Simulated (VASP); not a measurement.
An input for Ansatz (written as the equivalent of a VASP run, and not itself run):

Ansatz 0.2 input:
```yaml
crystal:
  lattice:
    - [2.1870707, -3.7881173, 0.0000000]
    - [2.1870707, 3.7881173, 0.0000000]
    - [0.0000000, 0.0000000, 5.8827204]
  atoms:
    - { symbol: Te, position: [1.0000000, 0.2816656, 0.6666670] }
    - { symbol: Te, position: [0.7183344, 0.7183344, 0.0000000] }
    - { symbol: Te, position: [0.2816656, 1.0000000, 0.3333330] }
kpoints:
  mp_grid: { grid: [5, 5, 4] }
hamiltonian:
  xc: r2scan
  pseudopotentials: { kind: paw }
scf:
  occupations: { method: gaussian, width: 0.05 }
  max_iter: 100
relax:
  max_steps: 60
  f_tol: 0.02
  cell: {}
output: { forces: true, stress: true, eigenvalues: true }
```

Q: Write the VASP files for the same calculation (r2SCAN).

A: Several could match; the one computed here: 
INCAR:
```
ALGO  =  Normal
EDIFF  =  1E-6
EDIFFG  =  -0.02
ENCUT  =  400
IBRION  =  2
ISIF  =  3
ISMEAR  =  0
LASPH  =  T
LCHARG  =  F
LMAXMIX  =  4
LMIXTAU  =  T
LREAL  =  F
LWAVE  =  F
METAGGA  =  R2SCAN
NELM  =  100
NSW  =  60
PREC  =  Accurate
SIGMA  =  0.05
SYSTEM  =  Te
```

POSCAR:
```
Te
1
    2.1870707282    -3.7881173374    -0.0000000000
    2.1870707282     3.7881173374     0.0000000000
   -0.0000000000    -0.0000000000     5.8827203802
Te
3
Direct
  1.0000000000   0.2816655896   0.6666670000
  0.7183344104   0.7183344104   0.0000000000
  0.2816655896   1.0000000000   0.3333330000
```

**KPOINTS**
```
kpoints
0
gamma
5 5 4
0 0 0
```

POTCAR, in this order: Te (PBE.64 set). Program: vasp_std.

The two are equivalent in intent, not identical: each code has its own PAW files, so the cut-off isn't converted (ENCUT is set for VASP's; basis.ecutwfc is left out, and Ansatz then takes the one that its files recommend); Ansatz stops its SCF on the density residual and VASP on the energy change (EDIFF).

The compound is Te in the trig structure. This run relaxes it. Symmetry was kept, so distortions that lower it aren't found. The start is the result of an earlier pass.
